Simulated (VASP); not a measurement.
Runs of VASP 6.6.1 on Ta. It takes space group Im-3m (No. 229, cubic). Conventional cell: a = 3.320 Å, b = 3.320 Å, c = 3.320 Å, α = 90.00°, β = 90.00°, γ = 90.00°. Ta (site symmetry m-3m) is surrounded by 8 Ta at 2.88 Å. The cell was built by a generator and needn't be a form met in nature.

```csv
task,level,cell,k mesh,cutoff (eV),k mesh for the DOS,occupations for the DOS,gap on the mesh (eV),pressure (GPa)
optical spectrum,PBEsol,as given,22 × 22 × 22,520,-,-,none,-6.7
optical spectrum,PBE,as given,14 × 14 × 14,520,-,-,none,(a)
optical spectrum,PBE,as given,22 × 22 × 22,520,-,-,none,0.1
relaxation of cell and atoms,PBE,relaxed,14 × 14 × 14,600,-,-,none,0.1
```

Alike in all rows: potentials or basis VASP PAW PBE potentials, release 64 (Ta_pv); no spin polarisation; smearing methfessel-paxton 0.1 eV.

Task: Estimate the missing entries.

Result: (a) -0.1.

Caveats: the PAW data sets were made with another functional, which shifts forces and pressure a little (some runs).

A k mesh can miss the band edges, and the runs leave out spin-orbit coupling on Ta.

A gap of «none» marks a metal or a gap under the smearing width.

Not every run made on this cell is shown here.
